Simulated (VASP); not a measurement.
VASP runs on TeRu (a trial cell in the NbAs structure, space group I4_1md) share one base input (PBE GGA, plane waves, VASP's PBE PAW potentials (set 64)) and change the settings named in each case.

KPOINTS:
```
Automatic mesh
0
Gamma
8 8 8
0 0 0
```

POSCAR:
```
TeRu
1.0
 -1.7860960000   1.7860960000   6.0468420000
  1.7860960000  -1.7860960000   6.0468420000
  1.7860960000   1.7860960000  -6.0468420000
Ru Te
2 2
Cartesian
 -0.0000000000   0.0000000000   9.0702630000
  0.0000000000   1.7860960000   0.0000000000
 -0.0000000000   0.0000000000   2.0075515440
 -0.0000000000   1.7860960000   5.0309725440
```

INCAR:
```
! general
SYSTEM  = TeRu
PREC    = Accurate
ENCUT   = 400   ! plane-wave cut-off (eV)
LREAL   = .FALSE.   ! projection in real space or not
LASPH   = .TRUE.   ! aspherical one-centre terms

! electronic loop
EDIFF   = 1E-6
NELM    = 100
ALGO    = Normal
LMAXMIX = 4

! smearing
ISMEAR  = 0   ! Gaussian
SIGMA   = 0.05   ! width (eV)

! functional
GGA     = PE   ! PBE

! ions
ISIF    = 2

! output
LWAVE   = .FALSE.
LCHARG  = .FALSE.
```

POTCAR, in this order: Ru_pv Te (PBE.64 set). Program: vasp_std.

```tsv
change	E(σ→0) (eV/atom)	pressure (GPa)	−TS (eV)	plane waves
base run	-5.7892	2.52	-0.0063	1424
ENCUT = 200	-5.6401	-29.83	-0.0058	503
ENCUT = 350	?	?	-0.0063	1183
ENCUT = 450	-5.7900	2.82	-0.0062	1708
ENCUT = 475	-5.7901	2.87	-0.0062	1829
```

**Question.** Complete the blanks.

**Answer.** 
- ENCUT = 350, E(σ→0) (eV/atom): -5.7879
- ENCUT = 350, pressure (GPa): 2.18

Unless said otherwise, spin-orbit coupling is left out, though it shifts the bands of the heavy elements here.

Left out are runs that ran out of time, are held back, or changed the cell or the kind of run, fixed moments of cells without a moment, rows past the twelfth, gaps on odd meshes, pressures of charged cells and columns that move by less than the noise.

The structure was generated: TeRu was put into the NbAs type (I4_1md), which need not be its known phase. The cell was not relaxed at this level.
